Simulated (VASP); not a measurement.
**CaSi₂ (space group R-3m): computed properties**

All values below come from PBEsol GGA, VASP's PBE PAW potentials (set 64) (plane waves; VASP).

```
Property                                                                                   Value
----------------------------------  ------------------------------------------------------------
space group                                                                           R-3m (166)
cell                                a = b = 3.8133 Å, c = 15.6763 Å, α = β = 90.00°, γ = 120.00°
volume per atom                                                                    21.93 Å³/atom
band gap (over mesh and band path)                      none (metal, semimetal or under 0.01 eV)
density                                                                               2.43 g/cm³
```

```xyz
3
Lattice="1.9066 1.1008 5.2254 -1.9066 1.1008 5.2254 0.0000 -2.2016 5.2254" Properties=species:S:1:pos:R:3 pbc="T T T"
Ca     0.0000     0.0000    15.6763
Si     0.0000     0.0000    12.5813
Si     0.0000     0.0000     3.0951
```

The structure comes from a computed database's CaSi2 entry (R-3m); how it stands against other phases isn't given here. It was relaxed first. Symmetry was kept, so distortions that lower it aren't found.
